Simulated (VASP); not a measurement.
# Transverse strain, stress and strain energy of wurtzite GaN under uniaxial [0001] strain up to ±2 % in LDA

In wurtzite GaN each Ga atom is bound to four N atoms by strong, partly ionic bonds, one of them along [0001] and three inclined to it. A load along [0001] can therefore be taken up by changes in bond length and by changes in bond angle, and the balance between the two sets the sideways response. Device layers are often grown along this axis, and their stress analysis usually assumes constant elastic moduli. We test that assumption with LDA calculations for a static lattice. Axial and transverse strains and the energy are measured from the relaxed LDA crystal; tension is positive, and the stress across the axis is relaxed to zero.

## Calculations

The start is a typed prototype cell. The crystal was relaxed with LDA. Strain is imposed along [0001]; the strain across the axis is adjusted until the stress across it vanishes, and the atoms are relaxed with LDA. VASP 6.6.1, plane waves with PAW, cutoff 600 eV, no spin polarisation, no spin-orbit coupling, k mesh 11×11×6, static lattice.

Notes on method and selection:

- Runs that did not converge, have known faults or may not be shown are not listed, and runs on Ansatz's PAW sets soft_1 and soft_2 are kept to separate tables.

Columns:

- strain (%): strain along the axis (tension positive).
- gap (eV): band gap on the k mesh at LDA.
- transverse strain (%): strain across the axis.
- stress (GPa): stress along the axis, tension positive.
- strain energy (meV/atom): energy per atom above the relaxed crystal.

## Table of results

| member | strain (%) | gap (eV) | transverse strain (%) | stress (GPa) | strain energy (meV/atom) |
| --- | --- | --- | --- | --- | --- |
| −2 % | −2.0 | 2.178 | 0.428 | −7.38 | 5.31 |
| −1.5 % | −1.5 | 2.178 | 0.314 | −5.57 | 3.02 |
| −1 % | −1.0 | 2.174 | 0.209 | −3.73 | 1.38 |
| −0.5 % | −0.5 | 2.155 | 0.105 | −1.88 | 0.37 |
| 0 % | 0.0 | 2.113 | 0.004 | −0.03 | 0.00 |
| +0.5 % | 0.5 | 2.069 | −0.095 | 1.80 | 0.27 |
| +1 % | 1.0 | ? | ? | ? | ? |
| +1.5 % | 1.5 | 1.976 | −0.281 | 5.47 | 2.66 |
| +2 % | 2.0 | 1.926 | −0.368 | 7.29 | 4.82 |

Cells marked ? are withheld until the estimate has been made.

Least-squares fits to the members shown, with x = strain (%); R² and errors in the fitted variable (y, or ln y where the fit is in ln y):

| y | members | fit | R² | rms residual | leave-one-out rms | the same for the mean of the others |
| --- | --- | --- | --- | --- | --- | --- |
| transverse strain (%) | 8 | y = 0.01469 − 0.1985 x | 1.00 | 0.0100 | 0.015 | 0.30 |
| stress (GPa) | 8 | y = −0.04459 + 3.673 x | 1.00 | 0.011 | 0.015 | 5.5 |

## What drives the series

The crystal widens when compressed along the axis and narrows when stretched. Between −0.5 % and +0.5 % the transverse strain changes by −0.095 − 0.105 = −0.200 %, which gives a Poisson ratio of 0.200 near zero strain. Over the same interval the stress rises by 1.80 + 1.88 = 3.68 GPa for 1 % of strain, a Young's modulus of 3.68 / 0.01 = 368 GPa. In terms of the elastic constants, the Poisson ratio is C13/(C11 + C12) and the modulus is C33 − 2 C13²/(C11 + C12), so these runs fix two combinations and not the separate constants.

The stress stays close to linear. Its slope is 3.62 GPa per % between −2 % and −1.5 %, and 3.64 between +1.5 % and +2 %. The transverse strain departs sooner: over the same two intervals the local Poisson ratio is 0.114 / 0.5 = 0.228 and 0.087 / 0.5 = 0.174. A small part of this fall is geometric. Because strains are referred to the original lengths, a constant ratio ν between true strain increments would appear as a local ratio of about ν[1 − (1 + ν)ε] at axial strain ε. The midpoints of the two intervals lie (0.015 + 0.020) / 2 = 0.0175 on either side of zero, hence 2 × 0.0175 = 0.035 apart in ε, and 1 + ν is 1 + 0.20 = 1.20, which gives a fall of 0.20 × 1.20 × 0.035 = 0.008, out of 0.228 − 0.174 = 0.054. The rest is a change in the elastic response itself. A possible cause is that compression stiffens the bonds against shortening more than against bending, so that the crystal gives way sideways more readily. The internal parameter u, the length of the axial Ga–N bond divided by the cell length c, grows under compression. The axial bond therefore shortens by a smaller fraction than the cell, so bond angles take up part of the load. The growth of u does not by itself show that this balance changes with strain.

Averaged over the two signs, the strain energy is (5.31 + 4.82) / 2 = 5.065 meV/atom at 2 % and (0.37 + 0.27) / 2 = 0.32 meV/atom at 0.5 %, a ratio of 5.065 / 0.32 = 15.8 against 16 for a parabola. At equal strain, tension costs slightly less than compression. That difference grows roughly in proportion to the strain, not to its cube, which points to a small offset between energy and stress, possibly from the finite plane-wave basis, more than to anharmonicity.

## Predicting the missing value

Plain estimates from the members shown:

- +1 %, fit at x = 1.0: −0.184 %
- +1 %, straight-line interpolation between +0.5 % and +1.5 %: w = (1.0 − 0.5) / (1.5 − 0.5) = 0.500, so −0.095 + 0.500 × (−0.281 − (−0.095)) = −0.188 %

The straight-line fit over the whole range averages over a Poisson ratio that changes, so the neighbouring members are the better basis. Interpolation between +0.5 % and +1.5 % gives −0.188 %, but the transverse strain curves upwards, and a chord then lies above the curve. The same construction at −1.5 %, −1 %, −0.5 % and 0 % comes out too high each time. The value at +1 % should therefore be slightly more negative than −0.188 %.

To include the curvature we pass a cubic through the two nearest members on each side. At the midpoint of these four strains the inner two carry a weight of 2/3 each and the outer two −1/6 each:

2/3 × (−0.095 − 0.281) − 1/6 × (0.004 − 0.368) = −0.190 %.

Two shown members have the same arrangement of neighbours. At −0.5 % the formula gives 2/3 × (0.209 + 0.004) − 1/6 × (0.314 − 0.095) = 0.1055 % against 0.105 %, and at −1 % it gives 2/3 × (0.314 + 0.105) − 1/6 × (0.428 + 0.004) = 0.2073 % against 0.209 %. The root-mean-square miss is 0.0012 %, which we round to 0.001 % and take as one standard deviation. The band gap gives no reason for a further shift, because it stays open and direct at Γ throughout, and the space group is unchanged.

**Committed estimate, +1 %: transverse strain = −0.190 ± 0.001 %.**

## Check

| member | strain (%) | gap (eV) | transverse strain (%) | stress (GPa) | strain energy (meV/atom) |
| --- | --- | --- | --- | --- | --- |
| +1 % | 1.0 | 2.023 | −0.190 | 3.63 | 1.17 |

| member | estimate | transverse strain (%) | computed | estimate − computed | miss in error bars |
| --- | --- | --- | --- | --- | --- |
| +1 % | committed | −0.190 | −0.190 | 0.000 | 0.0 |
| +1 % | fit | −0.184 | −0.190 | +0.006 |  |
| +1 % | interpolation | −0.188 | −0.190 | +0.002 |  |

The estimate of −0.190 % agrees with the computed transverse strain to the last printed digit, well inside the error bar of 0.001 %. Interpolation between the two neighbours came out 0.002 % too high and the straight-line fit 0.006 % too high.

The argument from curvature held: a chord lies above the points between its ends, and the two outer neighbours gave the correction the right sign and size. Our remark on the band gap added nothing, since a gap that stays open and direct does not by itself fix the elastic response.

With the new member, the local Poisson ratio under tension is 0.095 / 0.5 = 0.190 between +0.5 % and +1 %, then 0.091 / 0.5 = 0.182 and 0.087 / 0.5 = 0.174 over the next two intervals. This steady fall fits a gradual change in the balance between bond stretching and bond bending. It does not identify which of the two stiffnesses changes more, so our account of bonds stiffening under compression remains a conjecture.

## Where the trend breaks

Least-squares fits to the whole series, with x = strain (%); R² and errors in the fitted variable (y, or ln y where the fit is in ln y):

| y | members | fit | R² | rms residual | leave-one-out rms | the same for the mean of the others |
| --- | --- | --- | --- | --- | --- | --- |
| transverse strain (%) | 9 | y = 0.01400 − 0.1989 x | 1.00 | 0.0096 | 0.014 | 0.29 |
| stress (GPa) | 9 | y = −0.044444 + 3.6733 x | 1.00 | 0.010 | 0.014 | 5.3 |

Largest departures from the fit to the whole series:

| member | transverse strain (%) | fit | computed − fit | in rms residuals |
| --- | --- | --- | --- | --- |
| −2 % | 0.428 | 0.412 | +0.016 | 1.7 |
| +2 % | −0.368 | −0.384 | +0.016 | 1.6 |
| 0 % | 0.004 | 0.014 | −0.010 | 1.0 |
| +0.5 % | −0.095 | −0.085 | −0.010 | 1.0 |

No single member stands out. The departures of +0.016 % at both −2 % and +2 %, with −0.010 % at 0 % and +0.5 %, are the pattern left when a straight line is drawn through a smoothly curved response. The transverse strain of 0.004 % at zero axial strain has a separate, numerical origin: a small compressive stress across the axis remained in the reference crystal, and the cell widened slightly when it was removed.

## Closing remarks

Between −2 % and +2 % the stress is nearly linear, with slopes between neighbouring members of 3.62 to 3.70 GPa per %. A constant Poisson ratio of 0.200 is less exact: measured from the 0 % member, the ratio is 0.424 / 2 = 0.212 at −2 % and 0.372 / 2 = 0.186 at +2 %, so the departure reaches (0.200 − 0.186) / 0.200 = 0.07, or 7 % of the constant value. Inside the range, a member with two neighbours on each side can be estimated to about 0.001 % in transverse strain.

For small loads, a tensile stress of 1 GPa along [0001] gives an axial strain of 1 / 3.68 = 0.27 % and a transverse strain of −0.200 × 0.27 = −0.054 %. This holds for sides free to move, not for a film clamped to a substrate.

For loading along [0001] with free sides, constant moduli therefore describe the axial stress well over this range, and the sideways response less well.
